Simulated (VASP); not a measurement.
# Be3Te2O (P-62m) in VASP: single point with r2SCAN

Aim: the single point of Be3Te2O with r2SCAN.

All numbers are computed with VASP 6.6.1; they aren't measurements. Logs are shortened: lines on timing, memory, paths and dates and some standing lists are left out, and cuts for length are marked.

## 1. The structure

The structure is hexagonal, space group P-62m (No. 189). The conventional cell has a = 6.194 Å, b = 6.194 Å, c = 5.702 Å, α = 90.00°, β = 90.00°, γ = 120.00°. Be (site symmetry m2m) has 1 O at 1.55 Å as nearest neighbours. Te (site symmetry -6) has 3 Be at 2.36 Å as nearest neighbours. O (site symmetry -62m) is surrounded by 3 Be at 1.55 Å.

The cell was built by a generator and needn't be a form met in nature.

## 2. Single point, r2SCAN

INCAR reads:

```
ALGO = Normal
EDIFF = 1E-6
ENCUT = 520
ISIF = 2
ISMEAR = 0
KPAR = 4
LASPH = True
LCHARG = False
LMIXTAU = True
LREAL = False
LWAVE = False
METAGGA = R2SCAN
NELM = 150
PREC = Accurate
SIGMA = 0.03
```

KPOINTS reads:

```
k-points
0
Gamma
  6 6 6
```

POSCAR reads:

```
Be3Te2O                                 
1.0
    6.1938807375     -0.0000000001     -0.0000000000
   -3.0969403739      5.3640580705      0.0000000000
    0.0000000000     -0.0000000000      5.7023904215
  Be              Te              O             
     3     2     1
Direct
     0.7495469477176083    0.9999999999999929    0.0000000000000000
     0.0000000000000000    0.7495469477176154    0.0000000000000000
     0.2504530522823917    0.2504530522823848    1.0000000000000000
     0.3333333300000021    0.6666666699999979    0.0000000000000000
     0.6666666699999979    0.3333333300000021    0.0000000000000000
     0.0000000000000000    0.0000000000000000    0.0000000000000000
```

Potentials or basis: VASP PAW PBE potentials, release 64 (Be, Te, O).

Started as:

```bash
$ cat potpaw_PBE.64/Be/POTCAR potpaw_PBE.64/Te/POTCAR potpaw_PBE.64/O/POTCAR > POTCAR
$ mpirun -np 4 vasp_std > vasp.out
```

OUTCAR:

```text
EDIFF = 1E-6
   ENCUT = 520
   ISIF = 2
   ISMEAR = 0
   LASPH = True
   LREAL = False
   METAGGA = R2SCAN
   NELM = 150
   PREC = Accurate

 ion  position               nearest neighbor table
   1  0.750  1.000  0.000-   6 1.55   5 2.36   4 2.36
   2  0.000  0.750  0.000-   6 1.55   4 2.36   5 2.36
   3  0.250  0.250  0.000-   6 1.55   5 2.36   4 2.36
   4  0.333  0.667  0.000-   2 2.36   1 2.36   3 2.36   5 3.58   5 3.58   5 3.58
   5  0.667  0.333  0.000-   1 2.36   2 2.36   3 2.36   4 3.58   4 3.58   4 3.58
   6  0.000  0.000  0.000-   1 1.55   3 1.55   2 1.55

  LATTYP: Found a hexagonal cell.
 ALAT       =     6.1938807375
 C/A-ratio  =     0.9206490508

  Lattice vectors:

 A1 = (   6.1938807375,  -0.0000000001,   0.0000000000)
 A2 = (  -3.0969403739,   5.3640580705,   0.0000000000)
 A3 = (   0.0000000000,   0.0000000000,   5.7023904215)

Analysis of symmetry for initial positions (statically):
=====================================================================
 Subroutine PRICEL returns:
 Original cell was already a primitive cell.

 Routine SETGRP: Setting up the symmetry group for a
 hexagonal supercell.

 Subroutine GETGRP returns: Found 12 space group operations
 (whereof 12 operations were pure point group operations)
 out of a pool of 24 trial point group operations.

The static configuration has the point symmetry D_3h.

Analysis of symmetry for dynamics (positions and initial velocities):
=====================================================================
 Subroutine PRICEL returns:
 Original cell was already a primitive cell.

 Routine SETGRP: Setting up the symmetry group for a
 hexagonal supercell.

 Subroutine GETGRP returns: Found 12 space group operations
 (whereof 12 operations were pure point group operations)
 out of a pool of 24 trial point group operations.

The dynamic configuration has the point symmetry D_3h.

 Subroutine INISYM returns: Found 12 space group operations
 (whereof 12 operations are pure point group operations),
 and found     1 'primitive' translations

----------------------------------------------------------------------------------------

                                     Primitive cell

  volume of cell :     189.4581
[... 99 lines left out ...]
   EDIFFG = 0.1E-04   stopping-criterion for IOM
   NSW    =      0    number of steps for IOM
   IBRION =     -1    ionic relax: 0-MD 1-quasi-New 2-CG
   NFREE  =      0    steps in history (QN), initial steepest desc. (CG)
   ISIF   =      2    stress and relaxation
   ISYM   =      2    0-nonsym 1-usesym 2-fastsym
   POTIM  = 0.5000    time-step for ionic-motion
   TEBEG  =    0.0;   TEEND  =   0.0 temperature during run
   PSTRESS=    0.0 pullay stress
   NELECT =      24.0000    total number of electrons
   NUPDOWN=      -1.0000    fix difference up-down
   EMIN   =  10.00;   EMAX   =-10.00  energy-range for DOS
   EFERMI =   0.00;   METHOD = LEGACY
   ISMEAR =     0;   SIGMA  =   0.03  broadening in eV -4-tet -1-fermi 0-gaus
   EFERMI_NEDOS =   21; number of points for ismear=-14 and -15
   IALGO  =     38    algorithm
   IMIX   =      4    mixing-type and parameters
     AMIX     =   0.40;   BMIX     =  1.00
     AMIX_MAG =   1.60;   BMIX_MAG =  1.00
  volume/ion in A,a.u.               =      31.58       213.09
  Fermi-wavevector in a.u.,A,eV,Ry     =   0.822194  1.553721  9.197573  0.676003
  Thomas-Fermi vector in A             =   1.933486
   LORBIT       =      0    0 simple, 1 ext, 2 COOP (PROOUT), +10 PAW based schemes
   METAGGA = R2SCAN    functional components
   LHFCALC =     F    Hartree Fock is set to
   AEXX    =    0.0000 exact exchange contribution
   IVDW    =     0    specifies the selected vdW correction
   LEPSILON=     F    determine dielectric tensor
   LRPA    =     F    only Hartree local field effects (RPA)
 non-spin polarized calculation
 Gauss-broadening in eV      SIGMA  =   0.03
  energy-cutoff  :      520.00
  volume of cell :      189.46
 maximum number of plane-waves:      5128
 NGX is ok and might be reduce to    48
   NGX = 23   NGY = 23   NGZ = 21

 number of electron      23.9999991 magnetization

 Free energy of the ion-electron system (eV)
  ---------------------------------------------------
  ext. energy  EPLUGINS =         0.00000000
  ---------------------------------------------------
  free energy    TOTEN  =       -75.62825040 eV

  energy without entropy =      -75.62825040  energy(sigma->0) =      -75.62825040

 E-fermi :   0.7561     XC(G=0):  -6.6589

 val. band max:        0.5692751117   @ k =   0.0000   0.0000   0.0000
 cond. band min:       3.3139865561   @ k =   0.0000   0.0000   0.0000
 fundamental gap:      2.7447114445
 Fermi energy:         0.7561359358

 k-point     1 :       0.0000    0.0000    0.0000
  band No.  band energies     occupation
      1     -20.9887      2.00000
      2     -11.2361      2.00000
      3      -9.4385      2.00000
      4      -6.7195      2.00000
      5      -6.7195      2.00000
      6      -4.6245      2.00000
[... 433 lines left out ...]
      3      -9.9520      2.00000
      4      -6.7436      2.00000
      5      -6.5596      2.00000
      6      -4.6080      2.00000
[... 8 lines left out ...]
     15       4.9764      0.00000
     16       5.3195      0.00000

 [... further k-points ...]

------------------------ aborting loop because EDIFF is reached ----------------------------------------

  FORCE on cell =-STRESS in cart. coord.  units (eV):
  Direction    XX          YY          ZZ          XY          YZ          ZX
  --------------------------------------------------------------------------------------
  -------------------------------------------------------------------------------------
  Total       -0.7261504     -0.7261504     -0.1393302      0.0000000     -0.0000000      0.0000000
  in kB       -6.1407852     -6.1407852     -1.1782639      0.0000000     -0.0000000      0.0000000
  external PRESSURE =      -4.4866114 kB  Pullay stress =       0.0000000 kB

 VOLUME and BASIS-vectors are now :
 -----------------------------------------------------------------------------
  energy-cutoff  :      520.00
  volume of cell :      189.46
      direct lattice vectors                 reciprocal lattice vectors
     6.193880737 -0.000000000  0.000000000     0.161449670  0.093213010  0.000000000
    -3.096940374  5.364058070  0.000000000     0.000000000  0.186426021  0.000000000
     0.000000000  0.000000000  5.702390421     0.000000000  0.000000000  0.175365053

 POSITION                                       TOTAL-FORCE (eV/Angst)
 -----------------------------------------------------------------------------------
      1.54566      5.36406      0.00000         0.135544     -0.000000     -0.000000
     -2.32130      4.02061      0.00000        -0.067772      0.117384      0.000000
      0.77564      1.34344      0.00000        -0.067772     -0.117384     -0.000000
     -0.00000      3.57604      0.00000        -0.000000      0.000000      0.000000
      3.09694      1.78802      0.00000        -0.000000      0.000000      0.000000
      0.00000      0.00000      0.00000        -0.000000      0.000000      0.000000
 -----------------------------------------------------------------------------------
    total drift:                                0.000003      0.000004     -0.000000

  FREE ENERGIE OF THE ION-ELECTRON SYSTEM (eV)
  ---------------------------------------------------
  free  energy   TOTEN  =       -75.6282504039 eV

  energy  without entropy=      -75.6282504039  energy(sigma->0) =      -75.62825040
```

Run time: 3.4 min. Hardware: 4 MPI ranks of AMD EPYC 7R43 (Zen 3), shared host; peak memory 0.38 GiB.

What came out:

```yaml
Free_energy: -75.6283 eV
Pressure: -0.4 GPa
Largest_force: 0.136 eV/Å
Band_gap_on_the_k_mesh: 2.74 eV, direct
```

Forces in eV/Å, atoms in the order of the input:
```
Be   0.136  0.000  0.000
Be  -0.068  0.117  0.000
Be  -0.068 -0.117  0.000
Te   0.000  0.000  0.000
Te   0.000  0.000  0.000
O    0.000  0.000  0.000
```

Stress tensor (GPa, compression positive):
```
-0.61  0.00  0.00
 0.00 -0.61  0.00
 0.00  0.00 -0.12
```

Caveat: the PAW data sets were made with another functional, which shifts forces and pressure a little; spin-orbit coupling is left out, which moves the levels of the heavy elements. r2SCAN opens gaps a little over a GGA but as a rule still falls short of measured ones.
